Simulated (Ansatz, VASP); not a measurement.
# CaCu2S2 in two plane-wave programs, part 2 of 2

Aim: how closely do two programs agree when they are given the same cell, functional and k mesh?

VASP 6.6.1 and Ansatz 0.2.0.

So far. Step 3 (Ansatz: single point, PBE): The run ends at a pressure of -0.71 GPa, with forces up to 0.26 eV/Å.

### Step 6. Ansatz: single point, r2SCAN

Level of this step: Ansatz beside VASP: Kohn-Sham DFT, plane waves, r2SCAN (Ansatz).

The same cell, functional, mesh and smearing now go to Ansatz, which takes its cutoff from its data sets.

Contents of input.yaml:

```yaml
crystal:
  lattice:
    - [3.9399999606, 0.0, 0.0]
    - [-1.9699999803, 3.4121400568, 0.0]
    - [0.0, 0.0, 6.523]
  atoms:
    - { symbol: Cu, position: [0.6666666667, 0.3333333333, 0.62351] }
    - { symbol: Cu, position: [0.3333333333, 0.6666666667, 0.37649] }
    - { symbol: Ca, position: [0.0, 0.0, 0.0] }
    - { symbol: S, position: [0.6666666667, 0.3333333333, 0.2537] }
    - { symbol: S, position: [0.3333333333, 0.6666666667, 0.7463] }
hamiltonian:
  xc: r2scan
  pseudopotentials: { kind: paw }
kpoints:
  mp_grid: { grid: [9, 9, 5] }
scf:
  occupations: { method: gaussian, width: 0.05 }
  n_extra_bands: 5
output:
  forces: true
  stress: true
  eigenvalues: true
  write_density: true
  write_potential: true
  elf: true
  volumetric_format: npy
```

Command:

```console
ansatz run input.yaml --threads 2 --pin off --max-ram 4608MiB --backend cpu --events-out ev --progress --plain --runs-dir out
```

Numbers of over 12 decimals in the logs are rounded to 6 here.

The log of the run:

```text
[...]
Crystal: 5 atoms, lattice volume = 87.694 Å³
Basis set: ecut = 500 eV, 2237 PW (Γ), exchange–correlation on 120×120×192 points (64 copies of the dense FFT grid, shifted against one another)
Bands: 35, of which v1, the nominal top of the filled ones, is band 30 counted from 1 (29 counted from 0)
Symmetry: 12 space group operations
[...]
k-points: 50 of 405
[...]
k-point 0: bands = [... 26 lower, 9.2375, 9.7358, 9.8578, 9.8578, 11.4141, 12.4930, 12.9709, 13.4874, ... 1 higher]
  k-point 1: bands = [... 26 lower, 9.2551, 9.4853, 9.7693, 9.7693, 11.9188, 12.4399, 13.1627, 13.5359, ... 1 higher]
  k-point 2: bands = [... 26 lower, 9.3011, 9.3011, 9.6132, 9.6132, 12.2471, 12.5606, 13.5390, 13.5390, ... 1 higher]
  k-point 49: bands = [... 26 lower, 8.1139, 8.7209, 8.7209, 9.1114, 13.3769, 13.3769, 14.2984, 14.8478, ... 1 higher]
[key lines of the parts left out:]
SCF converged after 8 iterations
Free energy (F): -16901.257398 eV
Fermi energy:    10.636500 eV
P = ⅓ Tr σ = -2.2071 GPa (-22.071 kbar)
```

Run time: 11 s. Hardware: 2 threads of AMD EPYC 7B13 (Zen 3), shared host; peak memory 0.69 GiB.

The run ends at a pressure of -2.21 GPa, with forces up to 0.35 eV/Å.

### Step 7. Comparison

What differs besides the data sets and the points named for the pairs above, as far as they apply: VASP keeps PBE cores, Ansatz makes them for the functional; the cutoff is 500 eV in Ansatz and 400 eV in VASP. Total energies have different zeros and are not compared.

Both answers:

```
                                        quantity  Ansatz   VASP  difference
                                  pressure (GPa)   -2.21  -2.33       +0.12
pressure without Ansatz's Pulay correction (GPa)   -2.26  -2.33       +0.07
                          gap on the k mesh (eV)   1.556  1.566      -0.010
```

Forces (eV/Å; atoms numbered as in POSCAR):

```
atom        Ansatz x, y, z          VASP x, y, z
 Cu1  0.000, 0.000, -0.034  0.000, 0.000, -0.042
 Cu2   0.000, 0.000, 0.034   0.000, 0.000, 0.042
 Ca3   0.000, 0.000, 0.000   0.000, 0.000, 0.000
  S4   0.000, 0.000, 0.346   0.000, 0.000, 0.358
  S5  0.000, 0.000, -0.346  0.000, 0.000, -0.358
```

The forces differ by 5.5 meV/Å r.m.s., which is 4.2 % of the r.m.s. force of 0.13 eV/Å (both taken over all components). A gap on the mesh is an upper bound, since the band edges may lie between its points. Ansatz's pressure holds a Pulay correction of 0.05 GPa; VASP's holds none.

### Step 8. VASP: single point, LDA

A single point gives forces, pressure and levels at one fixed geometry, so differences don't come from the geometry; what else differs is listed under the comparison.

Contents of INCAR:

```
SYSTEM = CaCu2S2
PREC = Accurate
ENCUT = 400
EDIFF = 1E-07
NELM = 100
ISMEAR = 0
SIGMA = 0.05
LREAL = .FALSE.
ALGO = Normal
GGA = CA
NBANDS = 64
LASPH = .TRUE.
LWAVE = .FALSE.
LCHARG = .FALSE.
KPAR = 4
LOPTICS = .TRUE.
NEDOS = 2000
CSHIFT = 0.2
```

Contents of POSCAR:

```
CaCu2S2
1.0
    3.9399999606      0.0000000000      0.0000000000
   -1.9699999803      3.4121400568      0.0000000000
    0.0000000000      0.0000000000      6.5230000000
Cu Ca S
2 1 2
Direct
    0.6666666667      0.3333333333      0.6235100000
    0.3333333333      0.6666666667      0.3764900000
    0.0000000000      0.0000000000      0.0000000000
    0.6666666667      0.3333333333      0.2537000000
    0.3333333333      0.6666666667      0.7463000000
```

Contents of KPOINTS:

```
Automatic mesh
0
Gamma
9 9 5
0 0 0
```

The projector-augmented-wave data sets are Cu, Ca_sv and S (PBE family, release 64).

Command:

```console
mpirun -np 4 vasp_std
```

The log of the run:

```text
[banner, memory and clock lines left out]
running    4 mpi-ranks, on    1 nodes
[...]
[... a notice as in an earlier step ...]

 LDA part: xc-table for (Slater(with rela. corr.)+CA(PZ))
 , standard interpolation
 POSCAR, INCAR and KPOINTS ok, starting setup
[...]
entering main loop
       N       E                     dE             d eps       ncg     rms          rms(c)
DAV:   1     0.349777799259E+03    0.34978E+03   -0.13649E+04  7304   0.689E+02
DAV:   2     0.203616617601E+02   -0.32942E+03   -0.29157E+03  6744   0.212E+02
DAV:   3    -0.268770758214E+02   -0.47239E+02   -0.39034E+02  7240   0.703E+01
DAV:   4    -0.289240670316E+02   -0.20470E+01   -0.20145E+01  9048   0.167E+01
[...]
DAV:  15    -0.260818538684E+02    0.27539E-05   -0.20670E-06 10128   0.193E-02    0.109E-02
DAV:  16    -0.260818533504E+02    0.51808E-06   -0.15370E-06 10888   0.104E-02    0.202E-03
DAV:  17    -0.260818533053E+02    0.45055E-07   -0.10296E-07  4520   0.433E-03
   1 F= -.26081853E+02 E0= -.26081853E+02  d E =-.157607E-10
 optical routines
 imaginary and real dielectric function
 recalculating local potential from charge density
 direction            1
 direction            2
 direction            3
```

From OUTCAR (step 8):

```text
  Total       -4.2478543     -4.2478543     -4.2025792      0.0000000      0.0000000      0.0000000
  in kB      -77.6085828    -77.6085828    -76.7814038      0.0000000      0.0000000      0.0000000
  external PRESSURE =     -77.3328564 kB  Pullay stress =       0.0000000 kB

 POSITION                                       TOTAL-FORCE (eV/Angst)
 -----------------------------------------------------------------------------------
      1.97000      1.13738      4.06716         0.000000      0.000000     -0.049254
     -0.00000      2.27476      2.45584        -0.000000     -0.000000      0.049254
      0.00000      0.00000      0.00000         0.000000      0.000000      0.000000
      1.97000      1.13738      1.65489         0.000000      0.000000      0.521067
     -0.00000      2.27476      4.86811         0.000000     -0.000000     -0.521067
 -----------------------------------------------------------------------------------
    total drift:                               -0.000000      0.000000      0.000000

  FREE ENERGIE OF THE ION-ELECTRON SYSTEM (eV)
  ---------------------------------------------------
  free  energy   TOTEN  =       -26.0818533053 eV

  energy  without entropy=      -26.0818533053  energy(sigma->0) =      -26.08185331

[... 2 parts as in an earlier step ...]

[... 1 further part left out ...]
[key lines of the parts left out:]
E-fermi :   5.4037
```

### Step 9. Ansatz: single point, LDA

The same cell, functional (in two slightly different forms), mesh and smearing now go to Ansatz, which takes its cutoff from its data sets.

input.yaml, as its differences from that of step 6:

```diff
@@ -12,3 +12,3 @@
 hamiltonian:
-  xc: r2scan
+  xc: lda
   pseudopotentials: { kind: paw }
@@ -23,5 +23 @@
   eigenvalues: true
-  write_density: true
-  write_potential: true
-  elf: true
-  volumetric_format: npy
```

Command:

```console
ansatz run input.yaml --threads 2 --pin off --max-ram 4608MiB --backend cpu --events-out ev --progress --plain --runs-dir out
```

The log of the run:

```text
[...]
Crystal: 5 atoms, lattice volume = 87.694 Å³
Basis set: ecut = 420 eV, 1761 PW (Γ)
Bands: 35, of which v1, the nominal top of the filled ones, is band 30 counted from 1 (29 counted from 0)
Symmetry: 12 space group operations
[...]
k-points: 50 of 405
[...]
k-point 0: bands = [... 26 lower, 8.9684, 9.5041, 9.6509, 9.6509, 10.6052, 11.7917, 12.3335, 12.8417, ... 1 higher]
  k-point 1: bands = [... 26 lower, 8.9891, 9.1851, 9.5545, 9.5545, 11.1547, 11.7501, 12.5217, 12.8953, ... 1 higher]
  k-point 2: bands = [... 26 lower, 9.0426, 9.0426, 9.3851, 9.3851, 11.5050, 11.8660, 12.9088, 12.9088, ... 1 higher]
  k-point 49: bands = [... 26 lower, 7.8008, 8.4453, 8.4453, 8.8198, 12.7203, 12.7203, 13.6439, 14.1576, ... 1 higher]
[key lines of the parts left out:]
SCF converged after 8 iterations
Free energy (F): -16628.021789 eV
Fermi energy:    10.128937 eV
P = ⅓ Tr σ = -7.9743 GPa (-79.743 kbar)
```

Run time: 3.9 s. Hardware: 2 threads; peak memory 0.49 GiB; 7.3 s of CPU time.

The run ends at a pressure of -7.97 GPa, with forces up to 0.55 eV/Å.

### Step 10. Differences

What differs besides the data sets and the points named for the pairs above, as far as they apply: the two LDA forms differ slightly; Ansatz makes its cores anew for this functional, VASP keeps those of its PBE data sets; VASP's log shows a relativistic correction to its local exchange, Ansatz's none. Total energies have different zeros and are not compared.

The two programs side by side:

```
              quantity  Ansatz   VASP  difference
        pressure (GPa)   -7.97  -7.73       -0.24
gap on the k mesh (eV)   0.954  0.989      -0.034
```

Forces (eV/Å; atoms numbered as in POSCAR):

```
atom        Ansatz x, y, z          VASP x, y, z
 Cu1  0.000, 0.000, -0.053  0.000, 0.000, -0.049
 Cu2   0.000, 0.000, 0.053   0.000, 0.000, 0.049
 Ca3   0.000, 0.000, 0.000   0.000, 0.000, 0.000
  S4   0.000, 0.000, 0.548   0.000, 0.000, 0.521
  S5  0.000, 0.000, -0.548  0.000, 0.000, -0.521
```

The forces differ by 9.7 meV/Å r.m.s., which is 5.1 % of the r.m.s. force of 0.19 eV/Å (both taken over all components). A gap on the mesh is an upper bound, since the band edges may lie between its points.

### Step 11. Further runs

Further runs change the set-up of one program: Ansatz's method, potentials or start, or VASP's data sets, cutoff or form of LDA. The table gives Ansatz less VASP for each quantity, since a change that brings one quantity closer may part another.

```
                              run  r.m.s. force difference (meV/Å)  pressure (GPa)  gap on the k mesh (eV)
                         as above                              9.7           -0.24                  -0.034
Ansatz's all-electron LAPW method                              9.7           -0.24                  -0.030
```

### Step 12. Summary of results

```json
{"r.m.s. force difference (single point, PBE)": "0.84 meV/Å", "r.m.s. force difference (single point, r2SCAN)": "5.5 meV/Å", "r.m.s. force difference (single point, LDA)": "9.7 meV/Å"}
```

The r.m.s. force difference is 9.7 meV/Å (single point, LDA), within the 12 meV/Å picked in this series as the mark of a large difference. For single point, LDA, no further run moves any of the tabulated differences by more than a quarter of its size. 1 further run of this series is not shown here. Such differences can come from data sets, numerical settings and the points named under the comparisons, not from the functional's error against experiment.

[Lines on the potential files, build, host, timing and source positions are cut from VASP's logs without a mark.]

[Logs are printed without paths, hosts, clocks, repeated set-up lines and the standing remarks that a program may print on its own settings, such as how far it seeks lower states.]

[Hosts, paths, dates, database ids (printed as entryN), source tags and the programs' standing remarks are cut or masked in the printed files.]
